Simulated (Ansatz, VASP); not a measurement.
One calculation of ScF3, two programs

```
CELL_PARAMETERS angstrom
3.85195 0.00000 0.00000
0.00000 3.85195 0.00000
0.00000 0.00000 4.33345
ATOMIC_POSITIONS crystal
Sc 0.00000 0.00000 0.00000
F 0.50000 0.00000 0.00000
F 0.00000 0.50000 0.00000
F 0.00000 0.00000 0.50000
```

Change from the starting cell: strain -0.040 along x and y, +0.080 along z, atoms carried along.

Alike in both runs: task single point; functional LDA; k mesh 6 × 6 × 6; occupations gaussian, width 0.05 eV; no spin polarisation.

```csv
,VASP,Ansatz
version,VASP 6.6.1,Ansatz 0.2.0
potentials or method,"VASP PAW LDA potentials, release 64 (Sc_sv, F)","scalar-relativistic, plane waves, PAW"
plane-wave cutoff (eV),520,420
valence electrons in the cell,32,32
```

```csv
,VASP,Ansatz,Ansatz less VASP
gap on the k mesh at the Fermi level (eV),5.75,5.76,+0.019
least direct gap on the mesh (eV),5.85,5.87,+0.019
pressure (GPa),1.0,0.3,-0.76
largest component of the traceless stress (GPa),17.13,16.61,-0.522
```

A k mesh can miss the band edges.
